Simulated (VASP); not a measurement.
# Lattice of NbCd3, functional by functional

Aim: relax NbCd3 at several levels of theory and compare the cells. The starting structure is a measured crystal structure from the Crystallography Open Database. The first relaxation on each setting starts from this cell expanded by 3 % in volume.

Program: VASP 6.6.1. Level of theory: Kohn-Sham DFT with plane waves and PAW; PBEsol, LDA, PBE, PBEsol + D3(BJ), r2SCAN and r2SCAN + rVV10. Results are calculated unless marked as measured.

### 1. The structure

Symmetry: Pm-3m, No. 221, cubic system. Conventional cell: a = 4.215 Å, b = 4.215 Å, c = 4.215 Å, α = 90.00°, β = 90.00°, γ = 90.00°. Nearest to Cd lie 8 Cd at 2.98 Å and 4 Nb at 2.98 Å. Nearest to Nb lie 12 Cd at 2.98 Å. Farther neighbours are not listed.

Coordinates:

```cif
data_structure
_symmetry_space_group_name_H-M 'Pm-3m'
_symmetry_Int_Tables_number 221
_cell_length_a 4.2150
_cell_length_b 4.2150
_cell_length_c 4.2150
_cell_angle_alpha 90.000
_cell_angle_beta 90.000
_cell_angle_gamma 90.000
_cell_volume 74.88
loop_
_atom_site_label
_atom_site_type_symbol
_atom_site_symmetry_multiplicity
_atom_site_Wyckoff_symbol
_atom_site_fract_x
_atom_site_fract_y
_atom_site_fract_z
_atom_site_occupancy
Cd1 Cd 3 c 0.50000 0.50000 0.00000 1
Nb1 Nb 1 a 0.00000 0.00000 0.00000 1
```

### 2. Relaxation with PBEsol

PBEsol restores the gradient expansion of exchange and is tuned for the cells of solids. This run starts from the cell of an earlier relaxation, which isn't shown; the restart sets up the plane waves anew.

Input file INCAR:

```
SYSTEM = NbCd3
PREC = Accurate
ENCUT = 450
EDIFF = 1E-06
NELM = 100
ISMEAR = 1
SIGMA = 0.15
LREAL = .FALSE.
ALGO = Normal
GGA = PS
NBANDS = 30
LASPH = .TRUE.
LORBIT = 11
LWAVE = .FALSE.
LCHARG = .FALSE.
KPAR = 8
IBRION = 2
NSW = 50
ISIF = 3
EDIFFG = -0.006
```

Input file POSCAR:

```
NbCd3
1.0
    4.2350110562      0.0000000000      0.0000000000
    0.0000000000      4.2350110562      0.0000000000
    0.0000000000      0.0000000000      4.2350110562
Cd Nb
3 1
Direct
    0.5000000000      0.5000000000      0.0000000000
    0.5000000000      0.0000000000      0.5000000000
    0.0000000000      0.5000000000      0.5000000000
    0.0000000000      0.0000000000      0.0000000000
```

Input file KPOINTS:

```
Automatic mesh
0
Gamma
8 8 8
0 0 0
```

PAW data sets: Cd and Nb_sv (PBE family, release 64).

Run with:

```console
> mpirun -np 8 vasp_std
```

Output:

```text
[banner, memory and clock lines left out]
running    8 mpi-ranks, on    1 nodes
 distrk:  each k-point on    1 cores,    8 groups
 distr:  one band on    1 cores,    1 groups

 POSCAR found type information on POSCAR CdNb
 POSCAR found :  2 types and       4 ions
|                                                                             |
|           W    W    AA    RRRRR   N    N  II  N    N   GGGG   !!!           |
|           W    W   A  A   R    R  NN   N  II  NN   N  G    G  !!!           |
|           W    W  A    A  R    R  N N  N  II  N N  N  G       !!!           |
|           W WW W  AAAAAA  RRRRR   N  N N  II  N  N N  G  GGG   !            |
|           WW  WW  A    A  R   R   N   NN  II  N   NN  G    G                |
|           W    W  A    A  R    R  N    N  II  N    N   GGGG   !!!           |
|                                                                             |
|     For optimal performance we recommend to set                             |
|       NCORE = 2 up to number-of-cores-per-socket                            |
|     NCORE specifies how many cores store one orbital (NPAR=cpu/NCORE).      |
|     This setting can greatly improve the performance of VASP for DFT.       |
|     The default, NCORE=1 might be grossly inefficient on modern             |
|     multi-core architectures or massively parallel machines. Do your        |
|     Unfortunately you need to use the default for GW and RPA                |
|     calculations (for HF NCORE is supported but not extensively tested      |
|     yet).                                                                   |
|                                                                             |

|                                                                             |
|               ----> ADVICE to this user running VASP <----                  |
|                                                                             |
|     You enforced a specific xc type in the INCAR file but a different       |
|     [... a line on the potential file left out ...]
|     I HOPE YOU KNOW WHAT YOU ARE DOING!                                     |
|                                                                             |

 LDA part: xc-table for (Slater+PW92), standard interpolation
 POSCAR, INCAR and KPOINTS ok, starting setup
 FFT: planning ... GRIDC
 FFT: planning ... GRID_SOFT
 FFT: planning ... GRID
 WAVECAR not read
 entering main loop
       N       E                     dE             d eps       ncg     rms          rms(c)
DAV:   1     0.429401240387E+03    0.42940E+03   -0.24320E+04  2100   0.151E+03
DAV:   2     0.287907632739E+01   -0.42652E+03   -0.41539E+03  2292   0.479E+02
DAV:   3    -0.145179204548E+02   -0.17397E+02   -0.16866E+02  3124   0.949E+01
DAV:   4    -0.150747576275E+02   -0.55684E+00   -0.55354E+00  3016   0.135E+01
DAV:   5    -0.150890879107E+02   -0.14330E-01   -0.14323E-01  3010   0.197E+00    0.975E+00
DAV:   6    -0.142456544749E+02    0.84343E+00   -0.23578E+00  2774   0.136E+01    0.590E+00
DAV:   7    -0.141501913933E+02    0.95463E-01   -0.28703E-01  2626   0.392E+00    0.381E+00
DAV:   8    -0.141297392608E+02    0.20452E-01   -0.84300E-02  2774   0.222E+00    0.910E-01
DAV:   9    -0.141270960092E+02    0.26433E-02   -0.82394E-03  2962   0.692E-01    0.201E-01
DAV:  10    -0.141271172058E+02   -0.21197E-04   -0.74245E-04  2488   0.204E-01    0.464E-02
DAV:  11    -0.141271183879E+02   -0.11821E-05   -0.35793E-05  2980   0.461E-02    0.163E-02
DAV:  12    -0.141271189080E+02   -0.52008E-06   -0.47653E-06  2238   0.166E-02
   1 F= -.14127119E+02 E0= -.14125979E+02  d E =-.141271E+02
 curvature:   0.00 expect dE= 0.000E+00 dE for cont linesearch  0.000E+00
 trial: gam= 0.00000 g(F)=  0.000E+00 g(S)=  0.302E-04 ort = 0.000E+00 (trialstep = 0.100E+01)
 search vector abs. value=  0.302E-04
 bond charge predicted
       N       E                     dE             d eps       ncg     rms          rms(c)
DAV:   1    -0.141277718966E+02   -0.65351E-03   -0.14974E-02  2212   0.126E+00    0.184E-01
DAV:   2    -0.141271578511E+02    0.61405E-03   -0.18984E-03  2444   0.461E-01    0.627E-02
DAV:   3    -0.141271108383E+02    0.47013E-04   -0.15426E-04  2914   0.103E-01    0.472E-02
DAV:   4    -0.141271094273E+02    0.14110E-05   -0.26717E-05  3272   0.300E-02    0.123E-02
DAV:   5    -0.141271109600E+02   -0.15327E-05   -0.18867E-06  2170   0.873E-03    0.737E-03
DAV:   6    -0.141271128246E+02   -0.18646E-05   -0.15084E-06  2188   0.761E-03    0.211E-03
DAV:   7    -0.141271127906E+02    0.33964E-07   -0.28591E-07  1248   0.453E-03
   2 F= -.14127113E+02 E0= -.14125971E+02  d E =0.611742E-05
 trial-energy change:    0.000006  1 .order    0.000002   -0.000030    0.000035
 step:   0.4632(harm=  0.4632)  dis= 0.00000  next Energy=   -14.127126 (dE=-0.700E-05)
 bond charge predicted
       N       E                     dE             d eps       ncg     rms          rms(c)
DAV:   1    -0.141273152236E+02   -0.20240E-03   -0.43263E-03  2182   0.679E-01    0.993E-02
DAV:   2    -0.141271429869E+02    0.17224E-03   -0.54688E-04  2416   0.248E-01    0.342E-02
DAV:   3    -0.141271282455E+02    0.14741E-04   -0.44573E-05  2982   0.554E-02    0.255E-02
DAV:   4    -0.141271247429E+02    0.35027E-05   -0.75542E-06  2944   0.158E-02    0.651E-03
DAV:   5    -0.141271242401E+02    0.50274E-06   -0.49986E-07  1428   0.519E-03
   3 F= -.14127124E+02 E0= -.14125984E+02  d E =-.533214E-05
 curvature:  -0.23 expect dE=-0.719E-06 dE for cont linesearch -0.719E-06
 trial: gam= 0.00000 g(F)=  0.240E-68 g(S)=  0.311E-05 ort =-0.969E-05 (trialstep = 0.893E+00)
 search vector abs. value=  0.311E-05
 reached required accuracy - stopping structural energy minimisation
```

It took 17 s on 8 MPI ranks of Intel Xeon 6975P-C (Granite Rapids), shared host; peak memory 1.7 GiB.

The logs omit lines about the potential files and the build; timing stands in the text.

From OUTCAR (step 2):

```text
ion  position               nearest neighbor table
   1  0.500  0.500  0.000-   2 2.99   3 2.99   4 2.99   2 2.99   3 2.99   2 2.99   4 2.99   2 2.99
                             3 2.99   4 2.99   3 2.99   4 2.99
   2  0.500  0.000  0.500-   1 2.99   3 2.99   4 2.99   1 2.99   4 2.99   1 2.99   3 2.99   1 2.99
                             3 2.99   4 2.99   4 2.99   3 2.99
   3  0.000  0.500  0.500-   1 2.99   2 2.99   4 2.99   1 2.99   4 2.99   2 2.99   4 2.99   4 2.99
                             1 2.99   2 2.99   1 2.99   2 2.99
   4  0.000  0.000  0.000-   1 2.99   2 2.99   3 2.99   2 2.99   3 2.99   1 2.99   3 2.99   3 2.99
                             1 2.99   2 2.99   2 2.99   1 2.99

  LATTYP: Found a simple cubic cell.
 ALAT       =     4.2350110562

 Subroutine GETGRP returns: Found 48 space group operations
 (whereof 48 operations were pure point group operations)

The static configuration has the point symmetry O_h .

 Found     35 irreducible k-points:

   k-points           NKPTS =     35   k-points in BZ     NKDIM =     35   number of bands    NBANDS=     30

   dimension x,y,z NGX =    30 NGY =   30 NGZ =   30
   dimension x,y,z NGXF=    60 NGYF=   60 NGZF=   60

   ENCUT  =  450.0 eV  33.07 Ry    5.75 a.u.   7.33  7.33  7.33*2*pi/ulx,y,z

   NELECT =      49.0000    total number of electrons

 k-points in reciprocal lattice and weights: Automatic mesh
   0.00000000  0.00000000  0.00000000       0.002
   0.12500000  0.00000000  0.00000000       0.012
   0.25000000  0.00000000  0.00000000       0.012
   0.37500000  0.00000000  0.00000000       0.012
   0.50000000  0.00000000  0.00000000       0.006
   0.12500000  0.12500000  0.00000000       0.023
   0.25000000  0.12500000  0.00000000       0.047
   0.37500000  0.12500000  0.00000000       0.047
   0.50000000  0.12500000  0.00000000       0.023
[...]
0.50000000  0.50000000  0.37500000       0.012
   0.50000000  0.50000000  0.50000000       0.002

 average (electrostatic) potential at core
       1 -36.5867       2 -36.5867       3 -36.5867       4 -83.5490

 E-fermi :   4.9390

 k-point     1 :       0.0000    0.0000    0.0000
  band No.  band energies     occupation
    ...
     18      -2.5264      2.00000
     19      -2.5264      2.00000
     20      -2.5264      2.00000
     21       4.0262      2.00000
     22       4.0262      2.00000
     23       5.1650     -0.05469
     24       5.1650     -0.05469
     25       5.1650     -0.05469
     26       6.2276     -0.00000
     27       6.2276     -0.00000
    ...

 k-point     2 :       0.1250    0.0000    0.0000
  band No.  band energies     occupation
    ...
     20      -2.5264      2.00000
     21       3.2339      2.00000
     22       4.0421      2.00000
     23       4.9104      1.31587
     24       4.9104      1.31587
     25       5.3762     -0.00030
     26       6.2156     -0.00000
     27       6.5964     -0.00000
     28       6.5964     -0.00000
     29      10.1461      0.00000
    ...

 k-point     3 :       0.2500    0.0000    0.0000
  band No.  band energies     occupation
    ...
     20      -2.5263      2.00000
     21       1.7711      2.00000
     22       4.0853      2.00000
     23       4.5002      2.00028
     24       4.5002      2.00028
     25       5.6437     -0.00000
     26       6.1870     -0.00000
     27       7.3872     -0.00000
     28       7.3872     -0.00000
     29       9.1588      0.00000
    ...

  Total        0.0092665      0.0092665      0.0092665      0.0000000      0.0000000      0.0000000
  in kB        0.1955564      0.1955564      0.1955564      0.0000000      0.0000000      0.0000000
  external PRESSURE =       0.1955564 kB  Pullay stress =       0.0000000 kB

  energy-cutoff  :      450.00
  volume of cell :       75.92
      direct lattice vectors                 reciprocal lattice vectors
     4.234327156  0.000000000  0.000000000     0.236165030  0.000000000  0.000000000
     0.000000000  4.234327156 -0.000000000    -0.000000000  0.236165030  0.000000000
    -0.000000000 -0.000000000  4.234327156    -0.000000000  0.000000000  0.236165030

 POSITION                                       TOTAL-FORCE (eV/Angst)
 -----------------------------------------------------------------------------------
      2.11716      2.11716     -0.00000        -0.000000     -0.000000      0.000000
      2.11716      0.00000      2.11716         0.000000      0.000000      0.000000
     -0.00000      2.11716      2.11716         0.000000      0.000000      0.000000
      0.00000      0.00000      0.00000        -0.000000     -0.000000      0.000000
 -----------------------------------------------------------------------------------
    total drift:                                0.000000      0.000000     -0.000000

  FREE ENERGIE OF THE ION-ELECTRON SYSTEM (eV)
  ---------------------------------------------------
  free  energy   TOTEN  =       -14.1271242401 eV

  energy  without entropy=      -14.1237023741  energy(sigma->0) =      -14.12598362

 reached required accuracy - stopping structural energy minimisation

 total charge
# of ion       s       p       d       tot
------------------------------------------
    1        0.549   0.421   9.460  10.429
    2        0.549   0.421   9.460  10.429
    3        0.549   0.421   9.460  10.429
    4        2.124   5.965   2.461  10.550
--------------------------------------------------
tot          3.771   7.226  30.841  41.838

[... 3 further parts left out ...]
```

This run has no spin polarisation. Its electron count is odd, so without a moment it is a metal by construction. The PAW data sets were made with PBE, which is usual practice but a small mismatch for other functionals. The run keeps the 48 symmetry operations of its start, so it cannot find a distortion of lower symmetry.

With PBEsol the relaxed cell holds 18.980 Å³ an atom, +1.38 % against the measured cell, with a = 4.234 Å.

### 3. Relaxation with LDA

LDA, the lowest rung, knows the local density alone. This run starts from the cell of an earlier relaxation, which isn't shown; the restart sets up the plane waves anew.

Changes to INCAR since step 2:

```diff
@@ -9,3 +9,3 @@
 ALGO = Normal
-GGA = PS
+GGA = CA
 NBANDS = 30
```

Input file POSCAR:

```
NbCd3
1.0
    4.1922869389      0.0000000000      0.0000000000
    0.0000000000      4.1922869389      0.0000000000
    0.0000000000      0.0000000000      4.1922869389
Cd Nb
3 1
Direct
    0.5000000000      0.5000000000      0.0000000000
    0.5000000000      0.0000000000      0.5000000000
    0.0000000000      0.5000000000      0.5000000000
    0.0000000000      0.0000000000      0.0000000000
```

KPOINTS is that of step 2.

PAW data sets: Cd and Nb_sv (LDA family, release 64).

Run with:

```console
> mpirun -np 8 vasp_std
```

Output:

```text
[banner, memory and clock lines left out]
running    8 mpi-ranks, on    1 nodes
[...]
[... a notice as in an earlier step ...]

 LDA part: xc-table for (Slater(with rela. corr.)+CA(PZ))
 , standard interpolation
 POSCAR, INCAR and KPOINTS ok, starting setup
[...]
entering main loop
       N       E                     dE             d eps       ncg     rms          rms(c)
DAV:   1     0.446941225732E+03    0.44694E+03   -0.24157E+04  2100   0.151E+03
DAV:   2     0.303053831872E+01   -0.44391E+03   -0.43192E+03  2316   0.508E+02
DAV:   3    -0.155867498737E+02   -0.18617E+02   -0.18037E+02  2970   0.999E+01
DAV:   4    -0.163505042322E+02   -0.76375E+00   -0.75869E+00  3222   0.165E+01
[...]
DAV:  10    -0.154864735339E+02    0.63998E-04   -0.64209E-04  2496   0.191E-01    0.331E-02
DAV:  11    -0.154864730524E+02    0.48147E-06   -0.40153E-05  2830   0.536E-02    0.895E-03
DAV:  12    -0.154864731280E+02   -0.75567E-07   -0.37495E-06  2156   0.193E-02
   1 F= -.15486473E+02 E0= -.15485282E+02  d E =-.154865E+02
[...]
DAV:   2    -0.154865532689E+02    0.10313E-02   -0.32266E-03  2454   0.640E-01    0.854E-02
DAV:   3    -0.154864710349E+02    0.82234E-04   -0.26875E-04  3056   0.140E-01    0.638E-02
DAV:   4    -0.154864613442E+02    0.96907E-05   -0.49496E-05  3208   0.405E-02    0.146E-02
DAV:   5    -0.154864621134E+02   -0.76915E-06   -0.42360E-06  2698   0.153E-02
   2 F= -.15486462E+02 E0= -.15485270E+02  d E =0.110146E-04
 trial-energy change:    0.000011  1 .order    0.000002   -0.000052    0.000056
 step:   0.3654(harm=  0.4800)  dis= 0.00000  next Energy=   -15.486482 (dE=-0.900E-05)
[...]
N       E                     dE             d eps       ncg     rms          rms(c)
DAV:   1    -0.154869277285E+02   -0.46638E-03   -0.10440E-02  2176   0.110E+00    0.155E-01
DAV:   2    -0.154865194766E+02    0.40825E-03   -0.12985E-03  2500   0.404E-01    0.543E-02
DAV:   3    -0.154864858892E+02    0.33587E-04   -0.10538E-04  3062   0.879E-02    0.403E-02
DAV:   4    -0.154864816348E+02    0.42545E-05   -0.19789E-05  3232   0.254E-02    0.914E-03
DAV:   5    -0.154864818868E+02   -0.25205E-06   -0.14122E-06  1942   0.928E-03
   3 F= -.15486482E+02 E0= -.15485291E+02  d E =-.875885E-05
[...]
reached required accuracy - stopping structural energy minimisation
```

The job ended after 15 s (8 MPI ranks; peak memory 1.6 GiB).

From OUTCAR (step 3):

```text
  Total        0.0000588      0.0000588      0.0000588      0.0000000     -0.0000000      0.0000000
  in kB        0.0012784      0.0012784      0.0012784      0.0000000     -0.0000000      0.0000000
  external PRESSURE =       0.0012784 kB  Pullay stress =       0.0000000 kB

 POSITION                                       TOTAL-FORCE (eV/Angst)
 -----------------------------------------------------------------------------------
      2.09579      2.09579     -0.00000         0.000000      0.000000      0.000000
      2.09579      0.00000      2.09579         0.000000     -0.000000      0.000000
     -0.00000      2.09579      2.09579        -0.000000     -0.000000     -0.000000
      0.00000      0.00000      0.00000         0.000000      0.000000      0.000000
 -----------------------------------------------------------------------------------
    total drift:                                0.000000      0.000000     -0.000000

  FREE ENERGIE OF THE ION-ELECTRON SYSTEM (eV)
  ---------------------------------------------------
  free  energy   TOTEN  =       -15.4864818868 eV

  energy  without entropy=      -15.4829084643  energy(sigma->0) =      -15.48529075

[... 2 parts as in an earlier step ...]

[... 2 further parts left out ...]
[key lines of the parts left out:]
E-fermi :   5.1844
```

With LDA the relaxed cell holds 18.411 Å³ an atom, -1.66 % against the measured cell, with a = 4.192 Å. That is -3.00 % from PBEsol.

(Part 1 of 2 ends here.)

[Lines on the potential files, build, host, timing and source positions are cut from VASP's logs without a mark.]

[Logs are printed without paths, hosts, clocks, repeated set-up lines and the standing remarks that a program may print on its own settings, such as how far it seeks lower states.]

[Hosts, paths, dates, database ids (printed as entryN), source tags and the programs' standing remarks are cut or masked in the printed files.]
